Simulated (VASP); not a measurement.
# CsPbCl3: from the relaxed cell to its vibrations

What lattice, stiffness and vibrations does CsPbCl3 have at one level of theory? The starting structure is a measured crystal structure from the Crystallography Open Database. All runs use PBEsol.

Main program and level: VASP 6.6.1; Kohn-Sham DFT with plane waves and PAW; PBEsol.

## (1) The structure

The structure is cubic, space group Pm-3m (No. 221). Conventional cell: a = 5.605 Å, b = 5.605 Å, c = 5.605 Å, α = 90.00°, β = 90.00°, γ = 90.00°. Pb has 6 Cl at 2.80 Å nearest. Nearest to Cs lie 12 Cl at 3.96 Å. Nearest to Cl lie 2 Pb at 2.80 Å and 4 Cs at 3.96 Å. Farther neighbours and most contacts between anions are not listed.

## (2) Relaxation

This run starts from the cell of an earlier relaxation, which isn't shown; the restart sets up the plane waves anew.

Input file INCAR:

```
SYSTEM = CsPbCl3
PREC = Accurate
ENCUT = 500
EDIFF = 1E-07
NELM = 100
ISMEAR = 0
SIGMA = 0.03
LREAL = .FALSE.
ALGO = Normal
GGA = PS
NBANDS = 28
LORBIT = 11
LWAVE = .FALSE.
LCHARG = .FALSE.
KPAR = 8
IBRION = 2
NSW = 50
ISIF = 3
EDIFFG = -0.002
```

Input file POSCAR:

```
CsPbCl3
1.0
    5.6222944232      0.0000000000      0.0000000000
    0.0000000000      5.6222944232      0.0000000000
    0.0000000000      0.0000000000      5.6222944232
Pb Cs Cl
1 1 3
Direct
    0.5000000000      0.5000000000      0.5000000000
    0.0000000000      0.0000000000      0.0000000000
    0.5000000000      0.5000000000      0.0000000000
    0.5000000000      0.0000000000      0.5000000000
    0.0000000000      0.5000000000      0.5000000000
```

Input file KPOINTS:

```
Automatic mesh
0
Gamma
4 4 4
0 0 0
```

Potentials, in the order of the species: Pb_d, Cs_sv and Cl (PBE family, release 64).

The run is started by

```console
$ mpirun -np 8 vasp_std
```

What it wrote:

```text
[banner, memory and clock lines left out]
running    8 mpi-ranks, on    1 nodes
 distrk:  each k-point on    1 cores,    8 groups
 distr:  one band on    1 cores,    1 groups

 POSCAR found type information on POSCAR PbCsCl
 POSCAR found :  3 types and       5 ions
|                                                                             |
|           W    W    AA    RRRRR   N    N  II  N    N   GGGG   !!!           |
|           W    W   A  A   R    R  NN   N  II  NN   N  G    G  !!!           |
|           W    W  A    A  R    R  N N  N  II  N N  N  G       !!!           |
|           W WW W  AAAAAA  RRRRR   N  N N  II  N  N N  G  GGG   !            |
|           WW  WW  A    A  R   R   N   NN  II  N   NN  G    G                |
|           W    W  A    A  R    R  N    N  II  N    N   GGGG   !!!           |
|                                                                             |
|     For optimal performance we recommend to set                             |
|       NCORE = 2 up to number-of-cores-per-socket                            |
|     NCORE specifies how many cores store one orbital (NPAR=cpu/NCORE).      |
|     This setting can greatly improve the performance of VASP for DFT.       |
|     The default, NCORE=1 might be grossly inefficient on modern             |
|     multi-core architectures or massively parallel machines. Do your        |
|     Unfortunately you need to use the default for GW and RPA                |
|     calculations (for HF NCORE is supported but not extensively tested      |
|     yet).                                                                   |
|                                                                             |

|                                                                             |
|               ----> ADVICE to this user running VASP <----                  |
|                                                                             |
|     You enforced a specific xc type in the INCAR file but a different       |
|     [... a line on the potential file left out ...]
|     I HOPE YOU KNOW WHAT YOU ARE DOING!                                     |
|                                                                             |

 LDA part: xc-table for (Slater+PW92), standard interpolation
 POSCAR, INCAR and KPOINTS ok, starting setup
 FFT: planning ... GRIDC
 FFT: planning ... GRID_SOFT
 FFT: planning ... GRID
 WAVECAR not read
 entering main loop
       N       E                     dE             d eps       ncg     rms          rms(c)
DAV:   1     0.405996790637E+03    0.40600E+03   -0.19108E+04   560   0.140E+03
DAV:   2     0.354087527584E+02   -0.37059E+03   -0.35615E+03   656   0.327E+02
DAV:   3    -0.167836926428E+02   -0.52192E+02   -0.50948E+02   688   0.129E+02
DAV:   4    -0.190029885518E+02   -0.22193E+01   -0.22113E+01   736   0.323E+01
DAV:   5    -0.190775053873E+02   -0.74517E-01   -0.74445E-01   752   0.521E+00    0.525E+00
DAV:   6    -0.183854916459E+02    0.69201E+00   -0.13503E+00   748   0.125E+01    0.334E+00
DAV:   7    -0.183499046461E+02    0.35587E-01   -0.52643E-01   824   0.440E+00    0.159E+00
DAV:   8    -0.183585562537E+02   -0.86516E-02   -0.70381E-02   800   0.217E+00    0.269E-01
DAV:   9    -0.183578995892E+02    0.65666E-03   -0.14500E-02   804   0.974E-01    0.127E-01
DAV:  10    -0.183583719279E+02   -0.47234E-03   -0.15067E-03   688   0.251E-01    0.454E-02
DAV:  11    -0.183584708668E+02   -0.98939E-04   -0.18473E-04   724   0.965E-02    0.118E-02
DAV:  12    -0.183584751517E+02   -0.42849E-05   -0.29953E-05   752   0.644E-02    0.534E-03
DAV:  13    -0.183584750702E+02    0.81530E-07   -0.22823E-06   756   0.131E-02    0.187E-03
DAV:  14    -0.183584751967E+02   -0.12652E-06   -0.48614E-07   688   0.700E-03    0.443E-04
DAV:  15    -0.183584752177E+02   -0.21063E-07   -0.32604E-08   428   0.180E-03
   1 F= -.18358475E+02 E0= -.18358475E+02  d E =-.183585E+02
 curvature:   0.00 expect dE= 0.000E+00 dE for cont linesearch  0.000E+00
 trial: gam= 0.00000 g(F)=  0.000E+00 g(S)=  0.103E-06 ort = 0.000E+00 (trialstep = 0.100E+01)
 search vector abs. value=  0.103E-06
 reached required accuracy - stopping structural energy minimisation
```

The job ended after 16 s (8 MPI ranks of AMD EPYC 7R43, shared host; peak memory 2.3 GiB; 2 min of CPU time).

Lines that name or quote the potential files are left out of all logs, and their timing lines are given in words.

OUTCAR, selected parts (step 2):

```text
ion  position               nearest neighbor table
   1  0.500  0.500  0.500-   3 2.81   4 2.81   5 2.81   3 2.81   4 2.81   5 2.81
   2  0.000  0.000  0.000-
   3  0.500  0.500  0.000-   1 2.81   1 2.81
   4  0.500  0.000  0.500-   1 2.81   1 2.81
   5  0.000  0.500  0.500-   1 2.81   1 2.81

  LATTYP: Found a simple cubic cell.
 ALAT       =     5.6222944232

 Subroutine GETGRP returns: Found 48 space group operations
 (whereof 48 operations were pure point group operations)

The static configuration has the point symmetry O_h .

 Found     10 irreducible k-points:

   k-points           NKPTS =     10   k-points in BZ     NKDIM =     10   number of bands    NBANDS=     28

   dimension x,y,z NGX =    42 NGY =   42 NGZ =   42
   dimension x,y,z NGXF=    84 NGYF=   84 NGZF=   84

   ENCUT  =  500.0 eV  36.75 Ry    6.06 a.u.  10.25 10.25 10.25*2*pi/ulx,y,z

   NELECT =      44.0000    total number of electrons

 k-points in reciprocal lattice and weights: Automatic mesh
   0.00000000  0.00000000  0.00000000       0.016
   0.25000000  0.00000000  0.00000000       0.094
   0.50000000  0.00000000  0.00000000       0.047
   0.25000000  0.25000000  0.00000000       0.188
   0.50000000  0.25000000  0.00000000       0.188
   0.50000000  0.50000000  0.00000000       0.047
   0.25000000  0.25000000  0.25000000       0.125
   0.50000000  0.25000000  0.25000000       0.188
   0.50000000  0.50000000  0.25000000       0.094
   0.50000000  0.50000000  0.50000000       0.016

 average (electrostatic) potential at core
       1 -95.2049       2 -49.1898       3 -93.6196       4 -93.6196       5 -93.6196

 E-fermi :   1.7353

 k-point     1 :       0.0000    0.0000    0.0000
  band No.  band energies     occupation
    ...
     18      -0.9669      2.00000
     19      -0.9669      2.00000
     20      -0.8627      2.00000
     21      -0.8627      2.00000
     22      -0.8627      2.00000
     23       4.8517      0.00000
     24       5.8668      0.00000
     25       5.8668      0.00000
     26       6.7629      0.00000
     27       6.7629      0.00000
    ...

 k-point     2 :       0.2500    0.0000    0.0000
  band No.  band energies     occupation
    ...
     18      -1.0181      2.00000
     19      -1.0181      2.00000
     20      -0.9176      2.00000
     21      -0.9176      2.00000
     22      -0.7795      2.00000
     23       5.3555      0.00000
     24       6.1625      0.00000
     25       6.2753      0.00000
     26       6.3958      0.00000
     27       6.8670      0.00000
    ...

 k-point     3 :       0.5000    0.0000    0.0000
  band No.  band energies     occupation
    ...
     18      -1.0697      2.00000
     19      -1.0697      2.00000
     20      -0.9724      2.00000
     21      -0.9724      2.00000
     22      -0.0623      2.00000
     23       4.5346      0.00000
     24       6.2321      0.00000
     25       6.7838      0.00000
     26       6.8529      0.00000
     27       6.8529      0.00000
    ...

  Total       -0.0018864     -0.0018864     -0.0018864     -0.0000000      0.0000000     -0.0000000
  in kB       -0.0170059     -0.0170059     -0.0170059     -0.0000000      0.0000000     -0.0000000
  external PRESSURE =      -0.0170059 kB  Pullay stress =       0.0000000 kB

  energy-cutoff  :      500.00
  volume of cell :      177.72
      direct lattice vectors                 reciprocal lattice vectors
     5.622294423  0.000000000  0.000000000     0.177863329  0.000000000  0.000000000
     0.000000000  5.622294423  0.000000000     0.000000000  0.177863329  0.000000000
     0.000000000  0.000000000  5.622294423     0.000000000  0.000000000  0.177863329

 POSITION                                       TOTAL-FORCE (eV/Angst)
 -----------------------------------------------------------------------------------
      2.81115      2.81115      2.81115         0.000000      0.000000      0.000000
      0.00000      0.00000      0.00000         0.000000      0.000000      0.000000
      2.81115      2.81115      0.00000         0.000000      0.000000      0.000000
      2.81115      0.00000      2.81115         0.000000      0.000000      0.000000
      0.00000      2.81115      2.81115         0.000000      0.000000      0.000000
 -----------------------------------------------------------------------------------
    total drift:                                0.000000     -0.000000     -0.000000

  FREE ENERGIE OF THE ION-ELECTRON SYSTEM (eV)
  ---------------------------------------------------
  free  energy   TOTEN  =       -18.3584752177 eV

  energy  without entropy=      -18.3584752177  energy(sigma->0) =      -18.35847522

 reached required accuracy - stopping structural energy minimisation

 total charge
# of ion       s       p       d       tot
------------------------------------------
    1        1.508   0.442   9.859  11.808
    2        1.841   4.701   0.011   6.553
    3        1.590   3.500   0.000   5.090
    4        1.590   3.500   0.000   5.090
    5        1.590   3.500   0.000   5.090
--------------------------------------------------
tot          8.118  15.642   9.870  33.630

[... 3 further parts left out ...]
```

CONTCAR:

```
CsPbCl3
   1.00000000000000
     5.6222944231999996    0.0000000000000000    0.0000000000000000
     0.0000000000000000    5.6222944231999996    0.0000000000000000
     0.0000000000000000    0.0000000000000000    5.6222944231999996
  Pb              Cs              Cl
     1     1     3
Direct
     0.5000000000000000    0.5000000000000000    0.5000000000000000
     0.0000000000000000    0.0000000000000000    0.0000000000000000
     0.5000000000000000    0.5000000000000000    0.0000000000000000
     0.5000000000000000    0.0000000000000000    0.5000000000000000
     0.0000000000000000    0.5000000000000000    0.5000000000000000
```

The PAW data sets were made with PBE, which is usual practice but a small mismatch for other functionals. The run keeps the 48 symmetry operations of its start, so it cannot find a distortion of lower symmetry.

The relaxed cell holds 35.544 Å³ an atom, with a = 5.622 Å (+0.3 % against the database cell). Pressures at 0.985 and 1.015 times this volume, from two more relaxations that aren't shown, give a bulk modulus of 25.3 GPa.

## (3) Elastic constants

Input file INCAR:

```
SYSTEM = CsPbCl3
PREC = Accurate
ENCUT = 700
EDIFF = 1E-08
NELM = 100
ISMEAR = 0
SIGMA = 0.03
LREAL = .FALSE.
ALGO = Normal
GGA = PS
NBANDS = 28
LORBIT = 11
LWAVE = .FALSE.
LCHARG = .FALSE.
KPAR = 8
IBRION = 6
NFREE = 2
POTIM = 0.015
ISIF = 3
NSW = 1
```

POSCAR is that of step 2.

Input file KPOINTS:

```
Automatic mesh
0
Gamma
6 6 6
0 0 0
```

The run is started by

```console
$ mpirun -np 8 vasp_std
```

What it wrote:

```text
[banner, memory and clock lines left out]
running    8 mpi-ranks, on    1 nodes
[...]
[... a notice as in an earlier step ...]

 [... a notice as in an earlier step ...]

 LDA part: xc-table for (Slater+PW92), standard interpolation
 POSCAR, INCAR and KPOINTS ok, starting setup
[...]
entering main loop
       N       E                     dE             d eps       ncg     rms          rms(c)
DAV:   1     0.463031382961E+03    0.46303E+03   -0.22655E+04  1120   0.180E+03
DAV:   2     0.436698175993E+02   -0.41936E+03   -0.40483E+03  1288   0.370E+02
DAV:   3    -0.161276676041E+02   -0.59797E+02   -0.58415E+02  1420   0.143E+02
DAV:   4    -0.189983127548E+02   -0.28706E+01   -0.28588E+01  1440   0.366E+01
[...]
DAV:  16    -0.183826985163E+02    0.15546E-07   -0.14350E-08   940   0.679E-04    0.138E-04
DAV:  17    -0.183826985278E+02   -0.11528E-07   -0.17158E-09   788   0.376E-04    0.628E-05
DAV:  18    -0.183826985312E+02   -0.33469E-08   -0.47493E-10   752   0.200E-04
[...]
2 F= -.18375171E+02 E0= -.18375171E+02  d E =-.734101E-11
   3 F= -.18375601E+02 E0= -.18375601E+02  d E =-.174682E-16
   4 F= -.18375171E+02 E0= -.18375171E+02  d E =-.734204E-11
   5 F= -.18375601E+02 E0= -.18375601E+02  d E =-.173527E-16
   6 F= -.18375171E+02 E0= -.18375171E+02  d E =-.734054E-11
   7 F= -.18375601E+02 E0= -.18375601E+02  d E =-.173554E-16
   8 F= -.18382109E+02 E0= -.18382109E+02  d E =-.409948E-12
   9 F= -.18382109E+02 E0= -.18382109E+02  d E =-.410565E-12
  10 F= -.18382109E+02 E0= -.18382109E+02  d E =-.410926E-12
  11 F= -.18382109E+02 E0= -.18382109E+02  d E =-.410630E-12
  12 F= -.18382109E+02 E0= -.18382109E+02  d E =-.410930E-12
  13 F= -.18382109E+02 E0= -.18382109E+02  d E =-.410628E-12
  14 F= -.18382428E+02 E0= -.18382428E+02  d E =-.744317E-12
  15 F= -.18382428E+02 E0= -.18382428E+02  d E =-.744668E-12
  16 F= -.18382697E+02 E0= -.18382697E+02  d E =-.688347E-12
  17 F= -.18382697E+02 E0= -.18382697E+02  d E =-.688089E-12
  18 F= -.18382686E+02 E0= -.18382686E+02  d E =-.634355E-12
  19 F= -.18382686E+02 E0= -.18382686E+02  d E =-.634550E-12
  20 F= -.18382464E+02 E0= -.18382464E+02  d E =-.696460E-12
  21 F= -.18382464E+02 E0= -.18382464E+02  d E =-.695990E-12
 Finite differences progress:
  Degree of freedom:  10/ 10
  Displacement:        2/  2
  Total:              20/ 20
```

The job ended after 21 min (8 MPI ranks; peak memory 8.8 GiB).

From OUTCAR (step 3):

```text
  Total       -0.0432257     -0.0432257     -0.0387716      0.0000000      0.0000000     -0.0000000
  in kB       -0.3896837     -0.3896837     -0.3495293      0.0000000      0.0000000     -0.0000000
  external PRESSURE =      -0.3762989 kB  Pullay stress =       0.0000000 kB

 POSITION                                       TOTAL-FORCE (eV/Angst)
 -----------------------------------------------------------------------------------
      2.81115      2.81115      2.81115         0.000000      0.000000     -0.026651
      0.00000      0.00000      0.00000        -0.000000      0.000000     -0.001647
      2.81115      2.81115     -0.01500        -0.000000      0.000000      0.031157
      2.81115      0.00000      2.81115        -0.000000      0.000000     -0.001430
      0.00000      2.81115      2.81115         0.000000      0.000000     -0.001430
 -----------------------------------------------------------------------------------
    total drift:                               -0.000012     -0.000000      0.000119

  FREE ENERGIE OF THE ION-ELECTRON SYSTEM (eV)
  ---------------------------------------------------
  free  energy   TOTEN  =       -18.3824644476 eV

  energy  without entropy=      -18.3824644476  energy(sigma->0) =      -18.38246445

[... 3 further parts left out ...]
[key lines of the parts left out:]
E-fermi :   1.7213
```

The last energy, forces and stress in OUTCAR belong to the last displaced cell, not to that of POSCAR.

The elastic tensor has C11 = 58.7, C12 = 8.0, C44 = 4.7 GPa; its Hill averages are a bulk modulus of 24.9 and a shear modulus of 10.0 GPa.

## (4) Modes of the relaxed cell

Input file INCAR:

```
SYSTEM = CsPbCl3
PREC = Accurate
ENCUT = 500
EDIFF = 1E-08
NELM = 100
ISMEAR = 0
SIGMA = 0.03
LREAL = .FALSE.
ALGO = Normal
GGA = PS
NBANDS = 28
LORBIT = 11
LWAVE = .FALSE.
LCHARG = .FALSE.
KPAR = 8
IBRION = 8
LEPSILON = .TRUE.
LPEAD = .TRUE.
ISIF = 2
```

POSCAR is that of step 3.

KPOINTS is that of step 3.

The run is started by

```console
$ mpirun -np 8 vasp_std
```

What it wrote:

```text
[... set-up lines as in an earlier step ...]
 entering main loop
       N       E                     dE             d eps       ncg     rms          rms(c)
DAV:   1     0.408514012597E+03    0.40851E+03   -0.19017E+04  1120   0.140E+03
DAV:   2     0.319726248255E+02   -0.37654E+03   -0.36287E+03  1348   0.327E+02
DAV:   3    -0.169773228123E+02   -0.48950E+02   -0.48229E+02  1340   0.125E+02
DAV:   4    -0.190252761599E+02   -0.20480E+01   -0.20395E+01  1508   0.321E+01
[...]
DAV:  16    -0.183811759396E+02    0.16393E-07   -0.15496E-08   932   0.691E-04    0.137E-04
DAV:  17    -0.183811759509E+02   -0.11278E-07   -0.19778E-09   780   0.401E-04    0.688E-05
DAV:  18    -0.183811759544E+02   -0.35625E-08   -0.53083E-10   752   0.215E-04
   1 F= -.18381176E+02 E0= -.18381176E+02  d E =-.679507E-12
 Linear response reoptimize wavefunctions to high precision
DAV:   1    -0.183811759554E+02   -0.96952E-09   -0.23990E-10   792   0.158E-04
DAV:   2    -0.183811759554E+02   -0.10004E-10   -0.93623E-11   748   0.826E-05
 Linear response to external field (no local field effect), progress :
[...]
RMM:  14    -0.202969868516E+00   -0.20304E-08    0.95239E-09  6616   0.436E-05    0.169E-06
 first order change of Fermi-energy   0.10421E-03
 force on displaced ion       3 direction 1 :  -0.099   0.000   0.000
 Born effective charge ion    3 direction 1 :  -0.720   0.000   0.000
 Linear response progress:
  Degree of freedom:   4/  4
       N       E                     dE             d eps       ncg     rms          rms(c)
RMM:   1    -0.208072496080E+00   -0.20807E+00   -0.88217E-03  4426   0.180E+00
RMM:   2    -0.202753538849E+00    0.53190E-02   -0.70556E-03  3710   0.514E-01    0.148E-01
RMM:   3    -0.203403042581E+00   -0.64950E-03   -0.11675E-03  3802   0.199E-01    0.630E-02
RMM:   4    -0.204010363349E+00   -0.60732E-03   -0.25621E-04  3719   0.861E-02    0.115E-02
[...]
RMM:  11    -0.204062342023E+00    0.33871E-06    0.10861E-07  4146   0.172E-04    0.296E-05
RMM:  12    -0.204062362849E+00   -0.20826E-07   -0.27911E-08  4175   0.910E-05    0.362E-06
RMM:  13    -0.204062354725E+00    0.81234E-08    0.21977E-08  4186   0.550E-05    0.220E-06
 first order change of Fermi-energy  -0.47530E-03
 force on displaced ion       3 direction 3 :  -0.000   0.000  -2.060
 Born effective charge ion    3 direction 3 :   0.000   0.000  -3.834
 Born effective charges drift removed
 Linear response finished
```

It took 9.1 min on 8 MPI ranks; peak memory 7.5 GiB; 72 min of CPU time.

OUTCAR, selected parts (step 4):

```text
  Total       -0.0957659     -0.0957659     -0.0957659      0.0000000      0.0000000     -0.0000000
  in kB       -0.8633380     -0.8633380     -0.8633380      0.0000000      0.0000000     -0.0000000
  external PRESSURE =      -0.8633380 kB  Pullay stress =       0.0000000 kB

 MACROSCOPIC STATIC DIELECTRIC TENSOR (including local field effects in DFT)
 ------------------------------------------------------
           3.997892     0.000000     0.000000
          -0.000000     3.997892    -0.000000
           0.000000    -0.000000     3.997892
 ------------------------------------------------------

 MACROSCOPIC STATIC DIELECTRIC TENSOR IONIC CONTRIBUTION
 ------------------------------------------------------
           7.769804    -0.000000     0.000000
          -0.000000     7.769804    -0.000000
           0.000000    -0.000000     7.769804
 ------------------------------------------------------

[... 3 parts as in an earlier step ...]
```

The zone-centre modes at 35.544 Å³ an atom are T1u (3) 134.1, T1u (2) 51.8, T2u 19.7, T1u (1) -20.7 cm⁻¹.

(Part 1 of 2 ends here.)

[Lines on the potential files, build, host, timing and source positions are cut from VASP's logs without a mark.]

[Logs are printed without paths, hosts, clocks, repeated set-up lines and the standing remarks that a program may print on its own settings, such as how far it seeks lower states.]

[Hosts, paths, dates, database ids (printed as entryN), source tags and the programs' standing remarks are cut or masked in the printed files.]
